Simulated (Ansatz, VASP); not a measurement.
# Ru (Ruthenium): VASP beside Ansatz, part 2 of 2

One calculation is typed for both programs; each brings its own data sets. How far apart do they land? The cell is taken from a series of runs on this material, whose earlier steps may have relaxed, scaled, displaced or heated it; both programs get it as it stands.

VASP 6.6.1 and Ansatz 0.2.0.

So far: Starting point; VASP: zone-centre phonons, PBEsol.

## Step 3: Ansatz: zone-centre phonons, PBEsol

Level of this step: Ansatz beside VASP: Kohn-Sham DFT, plane waves, PBEsol (Ansatz).

Ansatz runs on its PAW soft_1 files.

The same cell, functional, mesh and smearing now go to Ansatz, which takes its cutoff from its data sets.

The input, input.yaml:

```yaml
crystal:
  lattice:
    - [2.6810911677, 0.0, 0.0]
    - [-1.3405455839, 2.3218930611, 0.0]
    - [0.0, 0.0, 4.2363781414]
  atoms:
    - { symbol: Ru, position: [0.3333333333, 0.6666666667, 0.25] }
    - { symbol: Ru, position: [0.6666666667, 0.3333333333, 0.75] }
kpoints:
  mp_grid: { grid: [18, 18, 12] }
hamiltonian:
  xc: pbesol
  pseudopotentials: { kind: paw, azcp: { folder: soft_1 }, xc_functional: pbe }
scf:
  occupations: { method: methfessel_paxton, width: 0.2 }
output:
  eigenvalues: true
phonons:
  method: dfpt
```

Launch:

```
$ ansatz run input.yaml --threads 4 --pin off --max-ram 10240MiB --backend cpu --events-out ev --progress --plain --runs-dir out
```

Numbers of over 12 decimals in the logs are rounded to 6 here.

What it wrote:

```text
zone centre: on kpoints.mp_grid the ground state, and the responses unless they are solved on pairs of k-points, stand on 637 of the mesh's 3888 k-points, reduced under 4 symmetry operations, with k and −k counted as one. Each operation leaves every solved displacement unchanged or reverses it
Engine: ansatz 0.2.0, aarch64-unknown-linux-gnu
Pseudopotentials: kind: paw
Pseudopotential: Ru, paw, valence charge 16, recommended cutoff 420 eV (normal), soft_1/Ru.paw.azcp
Functional definition: PBEsol
  exchange = pbesol_x
  correlation = pbesol_c
Crystal: 2 atoms, lattice volume = 26.372 Å³
Basis set: ecut = 420 eV, 537 PW (Γ), exchange–correlation on 36×36×60 points (8 copies of the dense FFT grid, shifted against one another)
Bands: 20, of which v1, the nominal top of the filled ones, is band 16 counted from 1 (15 counted from 0)
Symmetry: 24 space group operations
k-points: 637 of 3888 (irreducible under 4 space group operations, time reversal used)
Non-local potential: Ru, projectors of the file, l = 0: 3, l = 1: 2, l = 2: 2, l = 3: 1
PAW form: soft (Blöchl's): semilocal exchange-correlation on the pseudo side does not see the compensation charge
PAW frozen core: Ru, regenerated for the run's functional, and the local potential with it (the file was generated under x = pbe(κ = 0.804, μ = 0.219515), c = pbe(β = 0.066725))
PAW one-centre angular grid: Ru, 590 points (default); XC on 64 Gauss nodes
Initial density: superposition of atomic densities (chi_scale 0.1, normalization cell)
Initial wavefunctions: pseudopotential atomic-orbital guess
Functional: x = pbesol(κ = 0.804, μ = 0.123457), c = pbesol(β = 0.046)
SCF iter   1: F=—  HF=-11634.538501 eV  |F-HF|=—  |Δ(HF+E_count)|=         —  Δρ=1.31e-1  dr2=4.29e0  ethr=3.10e-3  ⟨swp⟩=5.0  Hψ=111381  notcnv=0  defer=79
automatic band count: the SCF goes on with 24 bands, as 20 were too few: they end inside the smearing window of the response
preconditioner: auto → none  [metal: Δε(μ)=0.016 eV  Ē_g=11.822 eV  σ=0.200 eV  W_gap=0.07  n_scr=8 (ndim 8)  ℏωp=28.9 eV  f_vac=0.000  D(μ)=1.46/eV (n_scr^D=22)  sad-step TF]
SCF iter   2: F=—  HF=-11633.547687 eV  |F-HF|=—  |Δ(HF+E_count)|=   9.91e-1  S|Δr|=    0.00e0  Δρ=7.46e-2  dr2=1.38e0  ethr=3.10e-3  ⟨swp⟩=2.8  Hψ=29921  notcnv=0  defer=1785
SCF iter   3: F=—  HF=-11633.091199 eV  |F-HF|=—  |Δ(HF+E_count)|=   4.56e-1  S|Δr|=    0.00e0  Δρ=3.85e-3  dr2=1.66e-3  ethr=3.10e-3  ⟨swp⟩=2.1  Hψ=22061  notcnv=0  defer=1785
SCF iter   4: F=—  HF=-11633.092702 eV  |F-HF|=—  |Δ(HF+E_count)|=   1.50e-3  S|Δr|=    0.00e0  Δρ=3.18e-4  dr2=9.19e-6  ethr=5.19e-6  ⟨swp⟩=2.6  Hψ=30327  notcnv=0  defer=1655
SCF iter   5: F=—  HF=-11633.092711 eV  |F-HF|=—  |Δ(HF+E_count)|=   8.98e-6  S|Δr|=    0.00e0  Δρ=1.01e-4  dr2=1.50e-6  ethr=2.87e-8  ⟨swp⟩=2.3  Hψ=22407  notcnv=0  defer=1655
SCF iter   6: F=—  HF=-11633.092710 eV  |F-HF|=—  |Δ(HF+E_count)|=   1.34e-6  S|Δr|=    0.00e0  Δρ=2.00e-5  dr2=5.06e-8  ethr=4.69e-9  ⟨swp⟩=2.4  Hψ=23145  notcnv=0  defer=1655
SCF iter   7: F=—  HF=-11633.092710 eV  |F-HF|=—  |Δ(HF+E_count)|=   1.93e-8  S|Δr|=    0.00e0  Δρ=1.77e-6  dr2=5.79e-10  ethr=1.58e-10  ⟨swp⟩=2.9  Hψ=25407  notcnv=0  defer=1655
SCF iter   8: F=-11633.092710 eV  HF=-11633.092710 eV  |F-HF|=3.64e-12  |Δ(HF+E_count)|=  1.09e-11  S|Δr|=    0.00e0  Δρ=1.18e-7  dr2=2.65e-12  ethr=1.00e-12  ⟨swp⟩=9.0  Hψ=88681  notcnv=0
SCF 1 converged in 8 iterations: F = -11633.092710 eV  dr2 = 2.65e-12
  greatest PAW one-centre occupation: 1.000 electrons in one spin orbital (limit 2), on the Ru atom at site 1 (counted from 0), in its partial waves of l = 0
DFPT response loops at Γ: preconditioner auto → Kerker (q_TF=auto, 2.818 Å⁻¹) (partly filled bands, converged f_vac=0.000); β = 1.00, the filter's whole step (`scf.mixing.beta` (0.50) is not read by the response loops under this deck's `scf.mixing.preconditioner`; to damp them name `kerker` or `kerker_dos`, under which they read `scf.mixing.beta`, and type it under 1.00, their step now; both keys bind the ground state too); Broyden in place of MSR1
SCF converged after 8 iterations
Stability not checked: this state was not tested for a lower state beside it, because cold or Methfessel-Paxton smearing, or corrected tetrahedra, fill the levels in a way that the test cannot read (fill_not_monotonic; see scf.lower_state_search)
Free energy (F): -11633.092710 eV
Harris-Foulkes:  -11633.092710 eV  (|F-HF|=3.64e-12)
Internal energy: -11633.093232 eV  (E = F + TS)
E sigma→0 (E₀):  -11633.092840 eV
Entropy (-TS):   0.000523 eV (0.261 meV/atom)
Fermi energy:    24.029664 eV
--- Per-component energies (eV) ---
  E_band       = -92.158180
  E_kinetic    = 922.610380
  E_local      = -2479.724699  (includes V_loc(G=0)·N_el)
  E_nonlocal   = 828.555748
  E_hartree    = 820.157793
  E_xc         = -339.337855
  E_vxc        = -430.563012  (∫ρ·V_xc dr)
  E_paw        = -6880.068517  (= ΣΔE_a)
  E_vpaw       = -573.353453  (= ΣTr[D̂ρ^β])
  E_aug_tail   = 0.001173  (compensation charges beyond the density's cutoff)
  E_ewald      = -4505.793849
  E_core_change = 0.506593  (= ΣΔE_core)
  E_smearing   = 0.000523  (= −TS)
  E_closure    = -0.000000  (closes the sum)
  Σ components = -11633.092710   (vs F -11633.092710, Δ=0.00e0)
--- Band table (eV; the first three rows and the last of 637) ---
  k-point 0: bands = [... 12 lower, 21.4998, 22.0206, 22.0206, 22.5596, 22.5596, 25.2732, 25.2732, 25.3070, ... 4 higher]
  k-point 1: bands = [... 12 lower, 21.4581, 21.9707, 21.9707, 22.6778, 22.6778, 25.0376, 25.2803, 25.2803, ... 4 higher]
  k-point 2: bands = [... 12 lower, 21.3427, 21.8352, 21.8352, 22.9757, 22.9757, 24.3383, 25.2848, 25.2848, ... 4 higher]
  k-point 636: bands = [... 12 lower, 21.2659, 21.2659, 22.6222, 22.6222, 25.7624, 25.7624, 29.2460, 29.2460, ... 4 higher]
--- Phonons (Γ-DFPT): 2 representative perturbations + reference, on 637 of 3888 k-points (Σ response iterations 6) ---
  k mesh reduced under 4 symmetry operations, with k and −k counted as one. Each operation leaves every solved displacement unchanged or reverses it
  ASR residual: 8.848e-5 → 0.000e0 eV/Å²; symmetrization residual: 9.177e-10 eV/Å²
  ASR residual per site (eV/Å²): 8.85e-5 8.85e-5
  Γ frequencies (cm⁻¹): 0.00 0.00 0.00 210.59 210.59 278.42
  non-analytic LO–TO correction: not included (Born effective charges unavailable; polar crystals: no LO–TO splitting at Γ)
```

## Step 4: Comparison

Known differences besides the potentials themselves: the data sets hold 32 valence electrons in Ansatz (on its PAW soft_1 files) and 28 in VASP; the cutoff is 420 eV in Ansatz and 500 eV in VASP; Ansatz makes its cores anew for this functional, VASP keeps those of its PBE data sets. Total energies have different zeros and are not compared.

Both answers:

| quantity | Ansatz | VASP | difference |
| --- | --- | --- | --- |
| optical mode 1 to 2 (cm⁻¹) | 210.6 | 210.5 | +0.05 % |
| optical mode 3 (cm⁻¹) | 278.4 | 278.8 | -0.13 % |

Modes are paired by rising frequency, not by their patterns, so a pair may set unlike modes beside each other; they are those without the splitting of longitudinal modes.

## Step 5: Outcome

```json
{"r.m.s. difference of the optical zone-centre modes, each program's sorted by frequency (zone-centre phonons, PBEsol)": "0.23 cm⁻¹"}
```

In words: The r.m.s. difference of the optical zone-centre modes, each program's sorted by frequency is 0.23 cm⁻¹ (zone-centre phonons, PBEsol). The data sets hold unlike numbers of valence electrons (32 in Ansatz and 28 in VASP), so part of the differences comes from the potentials. Such differences can come from data sets, numerical settings and the points named under the comparisons, not from the functional's error against experiment.

[Lines on the potential files, build, host, timing and source positions are cut from VASP's logs without a mark.]

[Logs are printed without paths, hosts, clocks, repeated set-up lines and the standing remarks that a program may print on its own settings, such as how far it seeks lower states.]

[Hosts, paths, dates, database ids (printed as entryN), source tags and the programs' standing remarks are cut or masked in the printed files.]
